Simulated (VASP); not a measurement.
Method: PBE GGA, VASP's PBE PAW potentials (set 64) (plane waves; VASP).

A VASP calculation is set up with these files.

File KPOINTS:
```
k-points along high-symmetry lines
15
Line-mode
Reciprocal
  0.000000   0.000000   0.000000 ! GAMMA
  0.500000   0.000000   0.500000 ! X

  0.500000   0.000000   0.500000 ! X
  0.625000   0.250000   0.625000 ! U

  0.375000   0.375000   0.750000 ! K
  0.000000   0.000000   0.000000 ! GAMMA

  0.000000   0.000000   0.000000 ! GAMMA
  0.500000   0.500000   0.500000 ! L

  0.500000   0.500000   0.500000 ! L
  0.500000   0.250000   0.750000 ! W

  0.500000   0.250000   0.750000 ! W
  0.500000   0.000000   0.500000 ! X
```

POSCAR:
```
PbTe
1
    0.0000000000     3.2832904826     3.2832904826
    3.2832904826     0.0000000000     3.2832904826
    3.2832904826     3.2832904826     0.0000000000
Te Pb
1 1
Direct
  0.5000000000   0.5000000000   0.5000000000
  0.0000000000   0.0000000000   0.0000000000
```

INCAR:
```
SIGMA  =  0.05
EDIFF  =  1E-6   # SCF stop (eV)
GGA  =  PE
LCHARG  =  .False.
LMAXMIX  =  4   # l cut-off of mixed one-centre charges
LWAVE  =  .False.
ENCUT  =  520
PREC  =  Accurate
NELM  =  100
ISMEAR  =  0
SYSTEM  =  PbTe
ALGO  =  Normal   # blocked Davidson
LASPH  =  .True.   # aspherical one-centre terms
LREAL  =  .False.   # projection in real space or not
ICHARG  =  11
```

POTCAR, in this order: Te Pb_d (PBE.64 set). Program: vasp_std. Read from the step before: CHGCAR.

Output

File OSZICAR:
```
       N       E                     dE             d eps       ncg     rms          rms(c)
DAV:   1     0.150596064240E+03    0.15060E+03   -0.92530E+03  2526   0.136E+03
DAV:   2     0.307094019782E+01   -0.14753E+03   -0.14460E+03  2646   0.333E+02
DAV:   3    -0.762497920291E+01   -0.10696E+02   -0.10425E+02  3426   0.970E+01
DAV:   4    -0.789355877559E+01   -0.26858E+00   -0.26849E+00  3004   0.189E+01
DAV:   5    -0.790363029330E+01   -0.10072E-01   -0.10071E-01  3630   0.319E+00
DAV:   6    -0.790406298473E+01   -0.43269E-03   -0.43269E-03  3360   0.549E-01
DAV:   7    -0.790406610401E+01   -0.31193E-05   -0.31193E-05  3672   0.515E-02
DAV:   8    -0.790406614091E+01   -0.36895E-07   -0.36904E-07  2198   0.681E-03
   1 F= -.79040661E+01 E0= -.79040661E+01  d E =-.106710E-12
```

File OUTCAR:
```
 val. band max:        5.0099031348   @ k =   0.5000   0.5000   0.5000

 cond. band min:       5.8398011707   @ k =   0.5000   0.5000   0.5000



 k-point     1 :       0.0000    0.0000    0.0000
  band No.  band energies     occupation
      1     -11.6349      2.00000
      2     -11.6349      2.00000
      3     -11.6291      2.00000
      4     -11.6291      2.00000
      5     -11.6291      2.00000
      6      -6.6137      2.00000
      7      -0.6977      2.00000
      8       3.8502      2.00000
      9       3.8502      2.00000
     10       3.8502      2.00000
     11       9.0375      0.00000
     12       9.0375      0.00000
     13       9.0375      0.00000
     14      10.9219      0.00000

 k-point     2 :       0.0357    0.0000    0.0357
  band No.  band energies     occupation
      1     -11.6353      2.00000
      2     -11.6348      2.00000
      3     -11.6292      2.00000
      4     -11.6289      2.00000
      5     -11.6289      2.00000
      6      -6.6001      2.00000
      7      -0.7403      2.00000
      8       3.8286      2.00000
      9       3.8286      2.00000
     10       3.9244      2.00000
     11       8.8019      0.00000
     12       9.0366      0.00000
     13       9.0366      0.00000
     14      10.8203      0.00000

 k-point     3 :       0.0714    0.0000    0.0714
  band No.  band energies     occupation
      1     -11.6365      2.00000
      2     -11.6345      2.00000
      3     -11.6295      2.00000
      4     -11.6281      2.00000
      5     -11.6281      2.00000
      6      -6.5591      2.00000
      7      -0.8586      2.00000
      8       3.7660      2.00000
      9       3.7660      2.00000
     10       4.1311      2.00000
     11       8.2464      0.00000
     12       9.0403      0.00000
     13       9.0403      0.00000
     14      10.5822      0.00000

 k-point     4 :       0.1071    0.0000    0.1071
  band No.  band energies     occupation
      1     -11.6384      2.00000
...
```

The density is held fixed in this step, so its total energy and stress have no physical meaning. Unless said otherwise, spin-orbit coupling is left out, though it shifts the bands of the heavy elements here.

The compound is PbTe in the rock salt structure. It was relaxed first, which changed the volume by +5 %.
